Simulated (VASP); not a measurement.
# Cd4TeO3 (P1) in VASP: relaxation of cell and atoms with PBE

Aim: the relaxation of cell and atoms of Cd4TeO3 with PBE.

Program: VASP 6.6.1. These are calculated values, not measurements. Logs are shortened: lines on timing, memory, paths and dates and some standing lists are left out, and cuts for length are marked.

### 1 The crystal as given

The typed cell holds 8 atoms: a = 3.782 Å, b = 3.802 Å, c = 13.057 Å, α = 89.26°, β = 89.74°, γ = 116.90°.

The cell was built by a generator and needn't be a form met in nature.

### 2 Relaxation of cell and atoms, PBE

Contents of INCAR:

```
ALGO = Fast
EDIFF = 1E-5
EDIFFG = -0.03
ENCUT = 520
GGA = PE
IBRION = 2
ISIF = 3
ISMEAR = 0
ISYM = 0
KPAR = 4
LASPH = T
LCHARG = F
LREAL = Auto
LWAVE = F
NELM = 80
NSW = 110
PREC = Normal
SIGMA = 0.15
```

Contents of KPOINTS:

```
k-points
0
Gamma
  7 7 2
```

Contents of POSCAR:

```
Cd4TeO3
1.0
    3.7811940200      0.0969577900      0.0083322200
   -1.8066290900      3.3455223200      0.0244776300
    0.0282484900      0.1121330600     13.0560669400
Cd Te O
4 1 3
Direct
    0.3253423300      0.6695960900      0.4651191700
    0.3172888100      0.6924571000      0.8812298600
    0.0184838600      0.0088146000      0.6823182900
    0.0451909000      0.0166382700      0.2496707000
    0.0222507200      0.0629954800      0.0203468100
    0.3238846800      0.6422118100      0.2826996700
    0.3085776200      0.6365141700      0.7133927700
    0.0117698500      0.0150209800      0.4861393000
```

Potentials or basis: VASP PAW PBE potentials, release 64 (Cd, Te, O).

Started as:

```bash
$ cat potpaw_PBE.64/Cd/POTCAR potpaw_PBE.64/Te/POTCAR potpaw_PBE.64/O/POTCAR > POTCAR
$ mpirun -np 4 vasp_std > vasp.out
```

OUTCAR:

```text
EDIFF = 1E-5
   EDIFFG = -0.03
   ENCUT = 520
   GGA = PE
   IBRION = 2
   ISIF = 3
   ISMEAR = 0
   ISYM = 0
   LASPH = T
   LREAL = Auto
   NELM = 80
   NSW = 110
   PREC = Normal

 ion  position               nearest neighbor table
   1  0.325  0.670  0.465-   8 2.15   8 2.23   8 2.34   6 2.39   4 3.46   3 3.53   3 3.58   4 3.61
                             4 3.69   3 3.70
   2  0.317  0.692  0.881-   7 2.20   5 2.78   5 2.83   5 3.02   3 3.26   3 3.49   3 3.51
   3  0.018  0.009  0.682-   7 2.17   7 2.18   7 2.43   8 2.56   2 3.26   2 3.49   2 3.51   1 3.53
                             1 3.58   1 3.70
   4  0.045  0.017  0.250-   6 2.16   6 2.17   6 2.47   5 3.00   1 3.46   1 3.61   1 3.69
   5  0.022  0.063  0.020-   2 2.78   2 2.83   4 3.00   2 3.02
   6  0.324  0.642  0.283-   4 2.16   4 2.17   1 2.39   4 2.47
   7  0.309  0.637  0.713-   3 2.17   3 2.18   2 2.20   3 2.43
   8  0.012  0.015  0.486-   1 2.15   1 2.23   1 2.34   3 2.56

IMPORTANT INFORMATION: All symmetrisations will be switched off!
NOSYMM: (Re-)initialisation of all symmetry stuff for point group C_1.

----------------------------------------------------------------------------------------

                                     Primitive cell

  volume of cell :     167.4343

  direct lattice vectors                    reciprocal lattice vectors
     3.781194020  0.096957790  0.008332220     0.260858173  0.140880063 -0.001774360
    -1.806629090  3.345522320  0.024477630    -0.007554920  0.294845633 -0.002515959
     0.028248490  0.112133060 13.056066940    -0.000152312 -0.000642687  0.076598594

  length of vectors
     3.782446094  3.802239789 13.056579021     0.296474834  0.294953139  0.076601441

  position of ions in fractional coordinates (direct lattice)
     0.325342330  0.669596090  0.465119170
     0.317288810  0.692457100  0.881229860
     0.018483860  0.008814600  0.682318290
     0.045190900  0.016638270  0.249670700
     0.022250720  0.062995480  0.020346810
     0.323884680  0.642211810  0.282699670
     0.308577620  0.636514170  0.713392770
     0.011769850  0.015020980  0.486139300

  ion indices of the primitive-cell ions
   primitive index   ion index
                 1           1
                 2           2
                 3           3
                 4           4
                 5           5
                 6           6
                 7           7
                 8           8

----------------------------------------------------------------------------------------

 KPOINTS: k-points

Automatic generation of k-mesh.
 Grid dimensions read from file:
 generate k-points for:    7    7    2

 Generating k-lattice:

  Cartesian coordinates                     Fractional coordinates (reciprocal lattice)
     0.037265453  0.020125723 -0.000253480     0.142857143  0.000000000  0.000000000
    -0.001079274  0.042120805 -0.000359423    -0.000000000  0.142857143 -0.000000000
    -0.000076156 -0.000321344  0.038299297    -0.000000000 -0.000000000  0.500000000

  Length of vectors
     0.042353548  0.042136163  0.038300721

  Shift w.r.t. Gamma in fractional coordinates (k-lattice)
     0.000000000  0.000000000  0.000000000

 Subroutine IBZKPT returns following result:
 ===========================================

 Found     50 irreducible k-points:

 Following reciprocal coordinates:
            Coordinates               Weight
  0.000000  0.000000  0.000000      1.000000
  0.142857  0.000000  0.000000      2.000000
  0.285714  0.000000  0.000000      2.000000
  0.428571  0.000000  0.000000      2.000000
  0.000000  0.142857  0.000000      2.000000
  0.142857  0.142857  0.000000      2.000000
[... 16 lines left out ...]
 -0.428571  0.428571  0.000000      2.000000
 -0.285714  0.428571  0.000000      2.000000
 [... further k-points ...]
   k-points           NKPTS =     50   k-points in BZ     NKDIM =     50   number of bands    NBANDS=     43
   number of dos      NEDOS =    301   number of ions     NIONS =      8
   total plane-waves  NPLWV =  46080
   dimension x,y,z NGX =    24 NGY =   24 NGZ =   80
   dimension x,y,z NGXF=    48 NGYF=   48 NGZF=  160
   ions per type =               4   1   3
   NGX,Y,Z   is equivalent  to a cutoff of  10.55, 10.49, 10.19 a.u.
   NGXF,Y,Z  is equivalent  to a cutoff of  21.10, 20.99, 20.37 a.u.
 SYSTEM =  unknown system
   PREC   = normal    normal or accurate (medium, high low for compatibility)
   ISTART =      0    job   : 0-new  1-cont  2-samecut
   ICHARG =      2    charge: 1-file 2-atom 10-const
   ISPIN  =      1    spin polarized calculation?
   LNONCOLLINEAR =      F non collinear calculations
   LSORBIT =      F    spin-orbit coupling
   LASPH  =      T    aspherical Exc in radial PAW
   ENCUT  =  520.0 eV  38.22 Ry    6.18 a.u.   7.03  7.07 24.28*2*pi/ulx,y,z
   NELM   =     80;   NELMIN=  2; NELMDL= -5     # of ELM steps
   EDIFF  = 0.1E-04   stopping-criterion for ELM
   LREAL  =      T    real-space projection
   EDIFFG = -.3E-01   stopping-criterion for IOM
   NSW    =    110    number of steps for IOM
   IBRION =      2    ionic relax: 0-MD 1-quasi-New 2-CG
   NFREE  =      1    steps in history (QN), initial steepest desc. (CG)
   ISIF   =      3    stress and relaxation
   ISYM   =      0    0-nonsym 1-usesym 2-fastsym
   POTIM  = 0.5000    time-step for ionic-motion
   TEBEG  =    0.0;   TEEND  =   0.0 temperature during run
   PSTRESS=    0.0 pullay stress
   NELECT =      72.0000    total number of electrons
   NUPDOWN=      -1.0000    fix difference up-down
   EMIN   =  10.00;   EMAX   =-10.00  energy-range for DOS
   EFERMI =   0.00;   METHOD = LEGACY
   ISMEAR =     0;   SIGMA  =   0.15  broadening in eV -4-tet -1-fermi 0-gaus
   EFERMI_NEDOS =   21; number of points for ismear=-14 and -15
   IALGO  =     68    algorithm
   IMIX   =      4    mixing-type and parameters
     AMIX     =   0.40;   BMIX     =  1.00
     AMIX_MAG =   1.60;   BMIX_MAG =  1.00
  volume/ion in A,a.u.               =      20.93       141.24
  Fermi-wavevector in a.u.,A,eV,Ry     =   1.235675  2.335087 20.774625  1.526892
  Thomas-Fermi vector in A             =   2.370314
   LORBIT       =      0    0 simple, 1 ext, 2 COOP (PROOUT), +10 PAW based schemes
   GGA     = PE    functional components
   LHFCALC =     F    Hartree Fock is set to
   AEXX    =    0.0000 exact exchange contribution
   IVDW    =     0    specifies the selected vdW correction
   LEPSILON=     F    determine dielectric tensor
   LRPA    =     F    only Hartree local field effects (RPA)
 conjugate gradient relaxation of ions
 non-spin polarized calculation
 RMM-DIIS sequential band-by-band and
 Gauss-broadening in eV      SIGMA  =   0.15
  energy-cutoff  :      520.00
  volume of cell :      167.43
 maximum number of plane-waves:      4540
   NGX = 15   NGY = 15   NGZ = 49

--------------------------------------- Ionic step        1  -------------------------------------------

 number of electron      72.0000008 magnetization

 Free energy of the ion-electron system (eV)
  ---------------------------------------------------
  ext. energy  EPLUGINS =         0.00000000
  ---------------------------------------------------
  free energy    TOTEN  =       -26.47973364 eV

  energy without entropy =      -26.46364504  energy(sigma->0) =      -26.47168934

------------------------ aborting loop because EDIFF is reached ----------------------------------------

  FORCE on cell =-STRESS in cart. coord.  units (eV):
  Direction    XX          YY          ZZ          XY          YZ          ZX
  --------------------------------------------------------------------------------------
  -------------------------------------------------------------------------------------
  Total        0.0746771      1.3007760     -2.5452457     -3.5462461     -0.6306045      0.0986185
  in kB        0.7145840     12.4471106    -24.3554264    -33.9339870     -6.0342475      0.9436795
  external PRESSURE =      -3.7312439 kB  Pullay stress =       0.0000000 kB
[... 107 lines left out ...]
  FREE ENERGIE OF THE ION-ELECTRON SYSTEM (eV)
  ---------------------------------------------------
  free  energy   TOTEN  =       -26.8851050902 eV

  energy  without entropy=      -26.8739207068  energy(sigma->0) =      -26.87951290

[... ionic steps 4 to 21 ...]

--------------------------------------- Ionic step       22  -------------------------------------------

 number of electron      72.0000038 magnetization

------------------------ aborting loop because EDIFF is reached ----------------------------------------

  FORCE on cell =-STRESS in cart. coord.  units (eV):
  Direction    XX          YY          ZZ          XY          YZ          ZX
  --------------------------------------------------------------------------------------
  -------------------------------------------------------------------------------------
  Total        0.0696184      0.1266304      0.0603935     -0.0071282      0.0021708     -0.0371270
  in kB        0.6749667      1.2277116      0.5855295     -0.0691100      0.0210467     -0.3599555
  external PRESSURE =       0.8294026 kB  Pullay stress =       0.0000000 kB
[... 69 lines left out ...]
  energy  without entropy=      -26.9731072466  energy(sigma->0) =      -26.97690681

--------------------------------------- Ionic step       24  -------------------------------------------

 number of electron      72.0000033 magnetization

 Free energy of the ion-electron system (eV)
  ---------------------------------------------------
  ext. energy  EPLUGINS =         0.00000000
  ---------------------------------------------------
  free energy    TOTEN  =       -26.98140075 eV

  energy without entropy =      -26.97402869  energy(sigma->0) =      -26.97771472

 E-fermi :   2.4069     XC(G=0):  -9.6370

 val. band max:        2.2371431164   @ k =   0.2857   0.0000   0.0000
 cond. band min:       2.4982520286   @ k =   0.1429  -0.0000   0.5000
 fundamental gap:      0.2611089122
 Fermi energy:         2.4069124187

 k-point     1 :       0.0000    0.0000    0.0000
  band No.  band energies     occupation
      1     -15.8071      2.00000
      2     -15.5183      2.00000
      3     -15.3638      2.00000
      4      -9.6114      2.00000
      5      -6.4816      2.00000
      6      -6.4524      2.00000
[... 1093 lines left out ...]
     42       7.1483      0.00000
     43       7.5947      0.00000

 [... further k-points ...]
[... 5 lines left out ...]
  --------------------------------------------------------------------------------------
  -------------------------------------------------------------------------------------
  Total       -0.0048973      0.0442335     -0.0258428      0.0217898     -0.0141281      0.0015092
  in kB       -0.0474374      0.4284661     -0.2503252      0.2110660     -0.1368512      0.0146186
  external PRESSURE =       0.0435679 kB  Pullay stress =       0.0000000 kB
[... 23 lines left out ...]
  FREE ENERGIE OF THE ION-ELECTRON SYSTEM (eV)
  ---------------------------------------------------
  free  energy   TOTEN  =       -26.9814007507 eV

  energy  without entropy=      -26.9740286932  energy(sigma->0) =      -26.97771472

 reached required accuracy - stopping structural energy minimisation
```

Wall time 5.9 min (4 MPI ranks of Intel Xeon Platinum 8559C (Emerald Rapids), shared host); peak memory 0.35 GiB.

What came out:

```
Free energy                            : -26.9814 eV
Relaxed volume                         : 20.68 Å³/atom
Relaxed cell                           : a = 3.844 Å, b = 3.836 Å, c = 12.936 Å, α = 90.87°, β = 89.28°, γ = 119.86°
Space group after relaxing (to 0.05 Å) : P1 (No. 1)
Energy gained by relaxing              : 62.7 meV/atom
Ionic steps                            : 24
Pressure after relaxing                : 0.0 GPa
Largest force after relaxing           : 0.028 eV/Å
Band gap on the k mesh                 : none (metal or under the smearing width)
```

Forces on the atoms (eV/Å):
```
Cd  -0.002 -0.007 -0.017
Cd   0.001 -0.017  0.003
Cd  -0.001  0.020 -0.019
Cd   0.001  0.005  0.009
Te   0.009 -0.008  0.008
O   -0.005 -0.006 -0.008
O   -0.020  0.010  0.007
O    0.018  0.004  0.018
```

The path:
| step | energy change (eV) | largest force (eV/Å) | pressure (GPa) | volume (Å³) |
| --- | --- | --- | --- | --- |
| 1 | 0.0000 | 1.3056 | -0.37 | 167.43 |
| 2 | -0.3352 | 0.8584 | -0.74 | 166.15 |
| 3 | -0.4054 | 0.6037 | -0.21 | 165.10 |
| 4 | -0.4560 | 0.2437 | 0.33 | 164.12 |
| 5 | -0.4586 | 0.2362 | 0.55 | 163.86 |
| 6 | -0.4775 | 0.1416 | -0.18 | 165.65 |
| 7 | -0.4783 | 0.1451 | -0.64 | 166.47 |
| 8 | -0.4786 | 0.1373 | -0.53 | 166.19 |
| 9 | -0.4884 | 0.1500 | -0.05 | 165.04 |
| 10 | -0.4890 | 0.1776 | 0.34 | 164.26 |
| 11 | -0.4893 | 0.1694 | 0.30 | 164.50 |
| 12 | -0.4955 | 0.0872 | 0.03 | 165.06 |
| 13 | -0.4960 | 0.0992 | -0.02 | 165.26 |
| 14 | -0.4983 | 0.0537 | 0.02 | 165.33 |
| 15 | -0.4987 | 0.0495 | 0.03 | 165.36 |
| 16 | -0.4983 | 0.0985 | 0.07 | 165.41 |
| 17 | -0.4988 | 0.0557 | 0.03 | 165.37 |
| 18 | -0.4999 | 0.0446 | -0.04 | 165.54 |
| 19 | -0.5001 | 0.0454 | -0.07 | 165.61 |
| 20 | -0.5001 | 0.0687 | -0.12 | 165.75 |
| 21 | -0.5001 | 0.0501 | -0.11 | 165.67 |
| 22 | -0.5009 | 0.0392 | 0.08 | 165.25 |
| 23 | -0.5010 | 0.0392 | 0.12 | 165.13 |
| 24 | -0.5017 | 0.0276 | 0.00 | 165.40 |

Final structure:
```
Cd Te O
1.0
     3.84370    0.00963    0.02444
    -1.91779    3.32202   -0.03116
     0.08022   -0.05991   12.93585
Cd Te O
4 1 3
Direct
  0.34065 0.66876 0.46042
  0.33442 0.69990 0.88462
  0.00016 0.00327 0.67010
  0.01456 0.99544 0.25022
  0.99631 0.03704 0.01788
  0.34780 0.66502 0.28473
  0.33448 0.67188 0.71634
  0.00442 0.00292 0.49661
```
